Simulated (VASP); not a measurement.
```yaml
crystal:
  lattice:
    - [4.12368, 0.00000, 0.00000]
    - [-2.06184, 3.57121, 0.00000]
    - [0.00000, 0.00000, 7.38868]
  atoms:
    - { symbol: Pt, position: [0.33333, 0.66667, 0.00984] }
    - { symbol: Pt, position: [0.66667, 0.33333, 0.50984] }
    - { symbol: Te, position: [0.33333, 0.66667, 0.36516] }
    - { symbol: Te, position: [0.66667, 0.33333, 0.86516] }
```

Calculation: PBE GGA, VASP's PBE PAW potentials (set 64) (plane waves; VASP). Run with 400 eV cut-off, Gaussian smearing of 0.050 eV, potentials Pt Te.

Q: Give the energies of bands 6 to 19 at the high-symmetry points, in eV from the Fermi level.

A: 
| band | Γ | M | K | A | L | H |
|---|---|---|---|---|---|---|
| 6 | -4.70 | -4.61 | -4.50 | -4.57 | -4.38 | -4.89 |
| 7 | -4.39 | -4.21 | -4.38 | -4.57 | -4.31 | -4.05 |
| 8 | -4.39 | -3.89 | -4.38 | -4.57 | -4.31 | -4.05 |
| 9 | -2.93 | -3.19 | -3.11 | -2.81 | -2.63 | -3.00 |
| 10 | -2.93 | -2.60 | -2.99 | -2.81 | -2.63 | -3.00 |
| 11 | -2.77 | -2.59 | -2.99 | -2.81 | -2.57 | -2.75 |
| 12 | -2.73 | -2.53 | -2.93 | -2.81 | -2.57 | -2.75 |
| 13 | -2.73 | -2.24 | -2.09 | -1.19 | -2.46 | -2.05 |
| 14 | 0.90 | -2.15 | -1.62 | -1.19 | -2.46 | -2.05 |
| 15 | 0.90 | -1.91 | -1.62 | 1.61 | -0.66 | -1.24 |
| 16 | 1.61 | -1.04 | -0.77 | 1.61 | -0.66 | -1.24 |
| 17 | 2.18 | -0.19 | -0.77 | 1.61 | 0.01 | -0.19 |
| 18 | 2.56 | 1.12 | -0.23 | 1.61 | 0.01 | -0.19 |
| 19 | 2.56 | 3.35 | 3.95 | 3.44 | 3.27 | 4.08 |

It has no gap at this level: it comes out as a metal or semimetal.

The structure was generated: PtTe was put into the wurtzite type (P6_3mc), which need not be its known phase. It was relaxed first, which changed the volume by -14 %.
